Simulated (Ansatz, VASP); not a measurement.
**Cross-check of Ge between VASP and Ansatz**

One calculation is typed for both programs; each brings its own data sets and cutoff. How far apart do they land? The cell is taken from a series of VASP runs on this material, whose earlier steps may have relaxed, scaled or displaced it; both programs get it as it stands.

Method: plane waves, with VASP 6.6.1 beside it; single point at PBEsol, in Ansatz 0.2.0.

## Step 1: Set-up

The structure is tetragonal, space group I4_1/amd (No. 141). The conventional cell has a = 3.967 Å, b = 3.967 Å, c = 5.706 Å, α = 90.00°, β = 90.00°, γ = 90.00°. Ge has 4 Ge at 2.44 Å nearest.

## Step 2: Ansatz: single point, PBEsol

Ansatz runs on its default PAW (the set named soft_2) files.

A single point gives forces, pressure and levels at one fixed geometry, so differences don't come from the geometry; what else differs is listed under the comparison.

Input file input.yaml:

```yaml
crystal:
  lattice:
    - [0.0, 2.805348482, 2.853061082]
    - [2.805348482, 0.0, 2.853061082]
    - [2.805348482, 2.805348482, 0.0]
  atoms:
    - { symbol: Ge, position: [0.0, 0.0, 0.0] }
    - { symbol: Ge, position: [0.25, 0.25, 0.25] }
hamiltonian:
  xc: pbesol
  pseudopotentials: { kind: paw }
kpoints:
  mp_grid: { grid: [7, 7, 7] }
scf:
  occupations: { method: gaussian, width: 0.02 }
  n_extra_bands: 4
output:
  forces: true
  stress: true
  eigenvalues: true
```

The run is started by

```
> ansatz run input.yaml --threads 2 --pin off --max-ram 4608MiB --backend cpu --events-out ev --progress --plain --runs-dir out
```

Numbers of over 12 decimals in the logs are rounded to 6 here.

Output:

```text
scf.n_extra_bands = 4 over 14 filled bands (N_el = 28.0): the run solves 18 bands
Engine: ansatz 0.2.0, aarch64-unknown-linux-gnu
Pseudopotentials: kind: paw
Pseudopotential: Ge, paw, valence charge 14, recommended cutoff 420 eV (normal), Ge.paw.azcp
Functional definition: PBEsol
  exchange = pbesol_x
  correlation = pbesol_c
Crystal: 2 atoms, lattice volume = 44.907 Å³
Basis set: ecut = 420 eV, 893 PW (Γ), exchange–correlation on 54×54×54 points (8 copies of the dense FFT grid, shifted against one another)
Bands: 18, of which v1, the nominal top of the filled ones, is band 14 counted from 1 (13 counted from 0)
Symmetry: 16 space group operations
Space group: I41/amd (ITA 141), of the structure as read, at distance tolerance 3.6e-5 Å
k-points: 40 of 343
Non-local potential: Ge, projectors of the file, l = 0: 2, l = 1: 2, l = 2: 3, l = 3: 1
PAW form: soft (Blöchl's): semilocal exchange-correlation on the pseudo side does not see the compensation charge
PAW frozen core: Ge, regenerated for the run's functional, and the local potential with it (the file was generated under x = pbe(κ = 0.804, μ = 0.219515), c = pbe(β = 0.066725))
PAW one-centre angular grid: Ge, 590 points (default); XC on 64 Gauss nodes
Initial density: superposition of atomic densities (neutral atoms: chi_scale 0, normalization atom), corrected by the library's trained network
Initial wavefunctions: pseudopotential atomic-orbital guess
Functional: x = pbesol(κ = 0.804, μ = 0.123457), c = pbesol(β = 0.046)
SCF iter   1: F=—  HF=-8506.967436 eV  |F-HF|=—  |Δ(HF+E_count)|=         —  Δρ=2.18e-3  dr2=2.55e-3  ethr=1.77e-3  ⟨swp⟩=6.0  Hψ=3370  notcnv=0
preconditioner: auto → Kerker (q_TF=auto, 2.522 Å⁻¹)  [metal: Δε(μ)=0.018 eV  Ē_g=23.387 eV  σ=0.020 eV  W_gap=0.46  n_scr=14 (ndim 8)  ℏωp=29.3 eV  f_vac=0.075  D(μ)=0.37/eV (n_scr^D=0)]
SCF iter   2: F=—  HF=-8506.966339 eV  |F-HF|=—  |Δ(HF+E_count)|=   1.10e-3  Δρ=1.46e-3  dr2=1.23e-3  ethr=9.11e-6  ⟨swp⟩=2.0  Hψ=1187  notcnv=0
SCF iter   3: F=—  HF=-8506.966454 eV  |F-HF|=—  |Δ(HF+E_count)|=   1.15e-4  Δρ=7.08e-4  dr2=1.86e-4  ethr=4.38e-6  ⟨swp⟩=2.0  Hψ=1433  notcnv=0
SCF iter   4: F=—  HF=-8506.966419 eV  |F-HF|=—  |Δ(HF+E_count)|=   3.46e-5  Δρ=3.58e-4  dr2=1.03e-4  ethr=6.63e-7  ⟨swp⟩=2.0  Hψ=1265  notcnv=0
SCF iter   5: F=—  HF=-8506.966391 eV  |F-HF|=—  |Δ(HF+E_count)|=   2.82e-5  Δρ=1.98e-4  dr2=8.90e-6  ethr=3.69e-7  ⟨swp⟩=2.0  Hψ=1281  notcnv=0
SCF iter   6: F=—  HF=-8506.966395 eV  |F-HF|=—  |Δ(HF+E_count)|=   3.86e-6  Δρ=2.59e-5  dr2=1.38e-7  ethr=3.18e-8  ⟨swp⟩=2.0  Hψ=1281  notcnv=0
SCF iter   7: F=-8506.966395 eV  HF=-8506.966395 eV  |F-HF|=7.13e-8  |Δ(HF+E_count)|=   1.39e-7  Δρ=1.48e-5  dr2=4.07e-8  ethr=3.57e-10  ⟨swp⟩=5.0  Hψ=2835  notcnv=0
SCF 1 converged in 7 iterations: F = -8506.966395 eV  dr2 = 4.07e-8
  greatest PAW one-centre occupation: 0.998 electrons in one spin orbital (limit 2), on the Ge atom at site 1 (counted from 0), in its partial waves of l = 2
SCF converged after 7 iterations
Free energy (F): -8506.966395 eV
Harris-Foulkes:  -8506.966395 eV  (|F-HF|=7.13e-8)
Internal energy: -8506.966310 eV  (E = F + TS)
E sigma→0 (E₀):  -8506.966353 eV
Entropy (-TS):   -0.000085 eV (-0.042 meV/atom)
Fermi energy:    8.610202 eV
--- Per-component energies (eV) ---
  E_band       = -299.618863
  E_kinetic    = 223.548823
  E_local      = -4932.468067  (includes V_loc(G=0)·N_el)
  E_nonlocal   = 840.656394
  E_hartree    = 2162.760306
  E_xc         = -150.126986
  E_vxc        = -129.722962  (∫ρ·V_xc dr)
  E_paw        = -3958.542864  (= ΣΔE_a)
  E_vpaw       = -627.166945  (= ΣTr[D̂ρ^β])
  E_aug_tail   = 0.000607  (compensation charges beyond the density's cutoff)
  E_ewald      = -2694.630396
  E_core_change = 1.835872  (= ΣΔE_core)
  E_smearing   = -0.000085  (= −TS)
  E_closure    = -0.000000  (closes the sum)
  Σ components = -8506.966395   (vs F -8506.966395, Δ=0.00e0)
--- Forces (eV/Å), atoms counted from 1 ---
  atom   1  Ge     0.00000000     0.00000000     0.00000000
  atom   2  Ge     0.00000000     0.00000000     0.00000000
  max |Σ_I F_I| component: 1.11e-16 eV/Å
--- Stress (GPa, compression-positive) ---
        1.610351       0.000000       0.000000
        0.000000       1.610351       0.000000
        0.000000       0.000000       0.353246
  P = ⅓ Tr σ = 1.1913 GPa (11.913 kbar)
--- Band table (eV; the first three rows and the last of 40) ---
  k-point 0: bands = [... 10 lower, -4.3027, 8.4668, 8.6005, 8.6005, 8.6105, 11.0579, 11.0579, 11.1381]
  k-point 1: bands = [... 10 lower, -4.0521, 5.8380, 8.0842, 8.1856, 9.5579, 11.6263, 11.6558, 12.3103]
  k-point 2: bands = [... 10 lower, -3.3353, 3.1852, 7.4611, 7.5919, 9.0666, 12.2334, 12.2777, 14.8109]
  k-point 39: bands = [... 10 lower, -0.5492, -0.2356, 4.7574, 5.6695, 9.4382, 10.7137, 16.9447, 17.1635]
```

Run time: 1.4 s. Hardware: 2 threads of Arm Neoverse V2, shared host; peak memory 0.31 GiB.

In the SCF lines HF is the Harris–Foulkes energy and dr2 the Hartree energy of the density residual, in eV; the loop may stop once dr2 is under the threshold and the program's other checks hold. Hψ counts applications of the Hamiltonian.

The run ends at a pressure of 1.19 GPa.

## Step 3: VASP: single point, PBEsol

The same cell, functional, mesh and smearing now go to VASP, with its own data sets and cutoff.

Lines of VASP's logs that name or quote its potential files are left out, and so is its time.

Input file INCAR:

```
SYSTEM = Ge
PREC = Accurate
ENCUT = 470
EDIFF = 1E-06
NELM = 100
ISMEAR = 0
SIGMA = 0.02
LREAL = .FALSE.
ALGO = Normal
GGA = PS
NBANDS = 19
LWAVE = .FALSE.
LCHARG = .FALSE.
KPAR = 4
```

Input file POSCAR:

```
Ge
1.0
    0.0000000000      2.8053484820      2.8530610820
    2.8053484820      0.0000000000      2.8530610820
    2.8053484820      2.8053484820      0.0000000000
Ge
2
Direct
    0.0000000000      0.0000000000      0.0000000000
    0.2500000000      0.2500000000      0.2500000000
```

Input file KPOINTS:

```
Automatic mesh
0
Gamma
7 7 7
0 0 0
```

Input file KPOINTS_OPT:

```
Line mode
6
Line-mode
Reciprocal
  0.00000000   0.00000000   0.00000000
  0.02270394   0.02270394  -0.00000000

  0.00000000   0.00000000   0.00000000
  0.00000000  -0.02232425  -0.02232425

  0.31000000   0.31000000   0.00000000
  0.50000000   0.50000000   0.00000000

  0.00000000   0.31000000   0.31000000
  0.00000000   0.50000000   0.50000000

  0.45000000   0.45000000   0.45000000
  0.50000000   0.50000000   0.50000000

  0.45000000   0.00000000   0.00000000
  0.50000000   0.00000000   0.00000000

  0.42500000   0.42500000   0.00000000
  0.42500000   0.44732425   0.02232425

  0.50000000   0.50000000   0.50000000
  0.48421437   0.51578563   0.50000000
```

The projector-augmented-wave data sets are Ge_d (PBE family, release 64).

The run is started by

```
> mpirun -np 4 vasp_std
```

Output:

```text
[banner, memory and clock lines left out]
running    4 mpi-ranks, on    1 nodes
 distrk:  each k-point on    1 cores,    4 groups
 distr:  one band on    1 cores,    1 groups

 POSCAR found type information on POSCAR Ge
 POSCAR found :  1 types and       2 ions
|                                                                             |
|               ----> ADVICE to this user running VASP <----                  |
|                                                                             |
|     You enforced a specific xc type in the INCAR file but a different       |
|     [... a line on the potential file left out ...]
|     I HOPE YOU KNOW WHAT YOU ARE DOING!                                     |
|                                                                             |

 LDA part: xc-table for (Slater+PW92), standard interpolation
 POSCAR, INCAR and KPOINTS ok, starting setup
 FFT: planning ... GRIDC
 FFT: planning ... GRID_SOFT
 FFT: planning ... GRID
 WAVECAR not read
 entering main loop
       N       E                     dE             d eps       ncg     rms          rms(c)
DAV:   1     0.161154394557E+03    0.16115E+03   -0.14342E+04  1632   0.377E+03
DAV:   2     0.113540899637E+02   -0.14980E+03   -0.14596E+03  1520   0.529E+02
DAV:   3    -0.937241601740E+01   -0.20727E+02   -0.20562E+02  1685   0.139E+02
DAV:   4    -0.999455966233E+01   -0.62214E+00   -0.62162E+00  1743   0.282E+01
DAV:   5    -0.100049762960E+02   -0.10417E-01   -0.10416E-01  1700   0.387E+00    0.331E+00
DAV:   6    -0.990166805366E+01    0.10331E+00   -0.37115E-02  1892   0.250E+00    0.190E+00
DAV:   7    -0.984937434924E+01    0.52294E-01   -0.69480E-02  1575   0.274E+00    0.162E-01
DAV:   8    -0.985045329022E+01   -0.10789E-02   -0.76459E-03  1739   0.135E+00    0.486E-02
DAV:   9    -0.985056046963E+01   -0.10718E-03   -0.34883E-04  1781   0.323E-01    0.121E-02
DAV:  10    -0.985056877041E+01   -0.83008E-05   -0.25298E-05  1765   0.659E-02    0.521E-03
DAV:  11    -0.985057004902E+01   -0.12786E-05   -0.49620E-06  1979   0.341E-02    0.152E-03
DAV:  12    -0.985056973783E+01    0.31118E-06   -0.86329E-07   988   0.188E-02
   1 F= -.98505697E+01 E0= -.98505388E+01  d E =-.618063E-04
 Start KPOINTS_OPT (optional k-point list driver)
k-point batch [1-40\48]
       N       E                     dE             ncg
DAV:   1    -0.870119734033E+04   -0.32886E+05     1650
DAV:   2    -0.148316381010E+05   -0.61304E+04     1520
DAV:   3    -0.157130004528E+05   -0.88136E+03     1721
DAV:   4    -0.157413854178E+05   -0.28385E+02     1676
DAV:   5    -0.157418702248E+05   -0.48481E+00     1680
DAV:   6    -0.157418841503E+05   -0.13926E-01     1681
DAV:   7    -0.157418848052E+05   -0.65487E-03     1890
DAV:   8    -0.157418848265E+05   -0.21334E-04     1469
DAV:   9    -0.157418848276E+05   -0.10218E-05      977
DAV:  10    -0.157418848278E+05   -0.21821E-06      955
k-point batch [41-48\48]
       N       E                     dE             ncg
DAV:   1     0.225472984127E+05   -0.86981E+04      323
DAV:   2     0.213536034251E+05   -0.11937E+04      304
DAV:   3     0.211883808956E+05   -0.16522E+03      325
DAV:   4     0.211835113341E+05   -0.48696E+01      349
DAV:   5     0.211834263176E+05   -0.85016E-01      346
DAV:   6     0.211834237001E+05   -0.26175E-02      357
DAV:   7     0.211834235834E+05   -0.11668E-03      373
DAV:   8     0.211834235778E+05   -0.55808E-05      325
DAV:   9     0.211834235776E+05   -0.27516E-06      221
```

From OUTCAR (step 3):

```text
ion  position               nearest neighbor table
   1  0.000  0.000  0.000-   2 2.44   2 2.44   2 2.44   2 2.44
   2  0.250  0.250  0.250-   1 2.44   1 2.44   1 2.44   1 2.44

  LATTYP: Found a body centered tetragonal cell.
 ALAT       =     3.9673618704
 C/A-ratio  =     1.4382661200

 Subroutine GETGRP returns: Found 16 space group operations
 (whereof  8 operations were pure point group operations)

The static configuration has the point symmetry D_2d.
 The point group associated with its full space group is D_4h.

 Found     40 irreducible k-points:

   k-points           NKPTS =     40   k-points in BZ     NKDIM =     40   number of bands    NBANDS=     19

   dimension x,y,z NGX =    28 NGY =   28 NGZ =   28
   dimension x,y,z NGXF=    56 NGYF=   56 NGZF=   56

   ENCUT  =  470.0 eV  34.54 Ry    5.88 a.u.   7.07  7.07  7.01*2*pi/ulx,y,z

   NELECT =      28.0000    total number of electrons

 k-points in reciprocal lattice and weights: Automatic mesh
   0.00000000  0.00000000  0.00000000       0.003
   0.14285714 -0.00000000  0.00000000       0.023
   0.28571429  0.00000000  0.00000000       0.023
   0.42857143 -0.00000000  0.00000000       0.023
   0.14285714  0.14285714  0.00000000       0.006
   0.28571429  0.14285714  0.00000000       0.023
   0.42857143  0.14285714  0.00000000       0.023
  -0.42857143  0.14285714  0.00000000       0.023
  -0.28571429  0.14285714  0.00000000       0.023
[...]
-0.42857143  0.14285714  0.42857143       0.023
  -0.28571429  0.14285714  0.42857143       0.023

 average (electrostatic) potential at core
       1 -74.0849       2 -74.0849

 E-fermi :   5.0041

 k-point     1 :       0.0000    0.0000    0.0000
  band No.  band energies     occupation
    ...
     11      -7.9128      2.00000
     12       4.8543      2.00000
     13       4.9882      1.73895
     14       4.9882      1.73872
     15       5.0132      0.52233
     16       7.4586      0.00000
     17       7.4586      0.00000
     18       7.5390      0.00000
     19      11.1864      0.00000

 k-point     2 :       0.1429   -0.0000    0.0000
  band No.  band energies     occupation
    ...
     10     -19.5471      2.00000
     11      -7.6623      2.00000
     12       2.2304      2.00000
     13       4.4725      2.00000
     14       4.5740      2.00000
     15       5.9575      0.00000
     16       8.0270      0.00000
     17       8.0565      0.00000
     18       8.7074      0.00000
     19      12.3677      0.00000

 k-point     3 :       0.2857    0.0000    0.0000
  band No.  band energies     occupation
    ...
     10     -19.5349      2.00000
     11      -6.9454      2.00000
     12      -0.4237      2.00000
     13       3.8496      2.00000
     14       3.9806      2.00000
     15       5.4658      0.00000
     16       8.6359      0.00000
     17       8.6801      0.00000
     18      11.2081      0.00000
     19      12.6839      0.00000

  Total        0.3485556      0.3485556     -0.0095974      0.0000000      0.0000000      0.0000000
  in kB       12.4356349     12.4356349     -0.3424142      0.0000000      0.0000000      0.0000000
  external PRESSURE =       8.1762852 kB  Pullay stress =       0.0000000 kB

  energy-cutoff  :      470.00
  volume of cell :       44.91
      direct lattice vectors                 reciprocal lattice vectors
     0.000000000  2.805348482  2.853061082    -0.178230977  0.178230977  0.175250366
     2.805348482  0.000000000  2.853061082     0.178230977 -0.178230977  0.175250366
     2.805348482  2.805348482  0.000000000     0.178230977  0.178230977 -0.175250366

 POSITION                                       TOTAL-FORCE (eV/Angst)
 -----------------------------------------------------------------------------------
      0.00000      0.00000      0.00000         0.000000      0.000000      0.000000
      1.40267      1.40267      1.42653        -0.000000     -0.000000      0.000000
 -----------------------------------------------------------------------------------
    total drift:                                0.000000      0.000000      0.000000

  FREE ENERGIE OF THE ION-ELECTRON SYSTEM (eV)
  ---------------------------------------------------
  free  energy   TOTEN  =        -9.8505697378 eV

  energy  without entropy=       -9.8505079315  energy(sigma->0) =       -9.85053883

[... 3 further parts left out ...]
```

The gap is under twice the smearing width, so the edge states are partly filled and the run can't tell a small gap from a semimetal.

## Step 4: Differences

Known differences besides the potentials themselves: the cutoff is 420 eV in Ansatz and 470 eV in VASP; Ansatz makes its cores anew for this functional, VASP keeps those of its PBE data sets; VASP leaves aspherical gradient terms in its spheres out (LASPH is not set), Ansatz keeps them. Total energies have different zeros and are not compared.

The two programs side by side:

```csv
quantity,Ansatz,VASP,difference
pressure (GPa),1.19,0.82,+0.37
```

## Step 5: Outcome

```
difference in pressure (single point, PBEsol) : 0.37 GPa
```

The difference in pressure is 0.37 GPa (single point, PBEsol), within the 1 GPa picked in this series as the mark of a large difference. 1 further run of this series is not shown here. Such differences can come from data sets, numerical settings and the points named under the comparisons, not from the functional's error against experiment.

[Lines on the potential files, build, host, timing and source positions are cut from VASP's logs without a mark.]

[Logs are printed without paths, hosts, clocks, repeated set-up lines and the standing remarks that a program may print on its own settings, such as how far it seeks lower states.]

[Hosts, paths, dates, database ids (printed as entryN), source tags and the programs' standing remarks are cut or masked in the printed files.]
